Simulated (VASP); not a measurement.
Calculation: AM05 GGA, VASP's PBE PAW potentials (set 64) (plane waves; VASP 6.6.1).

Input for VASP

### INCAR
```
! general
SYSTEM  = GaN
PREC    = Accurate
ENCUT   = 520
LREAL   = F
LASPH   = T
ICHARG  = 11

! electronic loop
EDIFF   = 1E-7
NELM    = 100
ALGO    = Normal
LMAXMIX = 4

! smearing
ISMEAR  = 0
SIGMA   = 0.05

! functional
GGA     = AM

! output
LWAVE   = F
LCHARG  = F
LORBIT  = 11
```

POSCAR:
```
GaN
1
    0.0000000000     2.2465661177     2.2465661177
    2.2465661177    -0.0000000000     2.2465661177
    2.2465661177     2.2465661177     0.0000000000
Ga N
1 1
Direct
  0.0000000000   0.0000000000   0.0000000000
  0.2500000000   0.2500000000   0.2500000000
```

### KPOINTS
```
k-points along high-symmetry lines
15
Line-mode
Reciprocal
  0.000000   0.000000   0.000000 ! GAMMA
 -0.500000  -0.500000   0.000000 ! X

 -0.500000  -0.500000   0.000000 ! X
 -0.375000  -0.375000   0.250000 ! U

 -0.375000   0.000000   0.375000 ! K
  0.000000   0.000000   0.000000 ! GAMMA

  0.000000   0.000000   0.000000 ! GAMMA
  0.000000   0.000000   0.500000 ! L

  0.000000   0.000000   0.500000 ! L
 -0.500000  -0.250000   0.250000 ! W

 -0.500000  -0.250000   0.250000 ! W
 -0.500000  -0.500000   0.000000 ! X
```

POTCAR, in this order: Ga_d N (PBE.64 set). Program: vasp_std. Read from the step before: CHGCAR.

What VASP printed:

File OSZICAR:
```
       N       E                     dE             d eps       ncg     rms          rms(c)
DAV:   1     0.835568243882E+02    0.83557E+02   -0.98423E+03  2513   0.253E+03
DAV:   2    -0.520815481527E+01   -0.88765E+02   -0.83863E+02  2780   0.358E+02
DAV:   3    -0.113318523233E+02   -0.61237E+01   -0.60435E+01  2540   0.823E+01
DAV:   4    -0.114378201280E+02   -0.10597E+00   -0.10590E+00  2833   0.113E+01
DAV:   5    -0.114392861999E+02   -0.14661E-02   -0.14660E-02  2538   0.120E+00
DAV:   6    -0.114393338607E+02   -0.47661E-04   -0.47659E-04  3226   0.201E-01
DAV:   7    -0.114393346413E+02   -0.78061E-06   -0.78059E-06  2588   0.196E-02
DAV:   8    -0.114393346672E+02   -0.25895E-07   -0.25899E-07  2176   0.299E-03
   1 F= -.11439335E+02 E0= -.11439335E+02  d E =-.510583E-13
```

### OUTCAR
```
 val. band max:        5.2955909775   @ k =   0.0000   0.0000   0.0000

 cond. band min:       7.1282614400   @ k =   0.0000   0.0000   0.0000



 k-point     1 :       0.0000    0.0000    0.0000
  band No.  band energies     occupation
      1     -10.6747      2.00000
      2      -8.1574      2.00000
      3      -8.1574      2.00000
      4      -8.1574      2.00000
      5      -7.8256      2.00000
      6      -7.8256      2.00000
      7       5.2956      2.00000
      8       5.2956      2.00000
      9       5.2956      2.00000
     10       7.1283      0.00000
     11      15.5794      0.00000
     12      15.5794      0.00000
     13      15.5794      0.00000

 k-point     2 :      -0.0357   -0.0357    0.0000
  band No.  band energies     occupation
      1     -10.6548      2.00000
      2      -8.1539      2.00000
      3      -8.1539      2.00000
      4      -8.1534      2.00000
      5      -7.8272      2.00000
      6      -7.8246      2.00000
      7       5.0942      2.00000
      8       5.2520      2.00000
      9       5.2520      2.00000
     10       7.3355      0.00000
     11      15.4553      0.00000
     12      15.6237      0.00000
     13      15.6237      0.00000

 k-point     3 :      -0.0714   -0.0714    0.0000
  band No.  band energies     occupation
      1     -10.5960      2.00000
      2      -8.1436      2.00000
      3      -8.1436      2.00000
      4      -8.1406      2.00000
      5      -7.8316      2.00000
      6      -7.8217      2.00000
      7       4.6449      2.00000
      8       5.1255      2.00000
      9       5.1255      2.00000
     10       7.7985      0.00000
     11      15.1179      0.00000
     12      15.7534      0.00000
     13      15.7534      0.00000

 k-point     4 :      -0.1071   -0.1071    0.0000
  band No.  band energies     occupation
      1     -10.5023      2.00000
      2      -8.1268      2.00000
      3      -8.1268      2.00000
      4      -8.1170      2.00000
...
```

The density is held fixed in this step, so its total energy and stress have no physical meaning.

The compound is GaN in the zinc blende structure, a metastable form; wurtzite is the usual one. It was relaxed first.
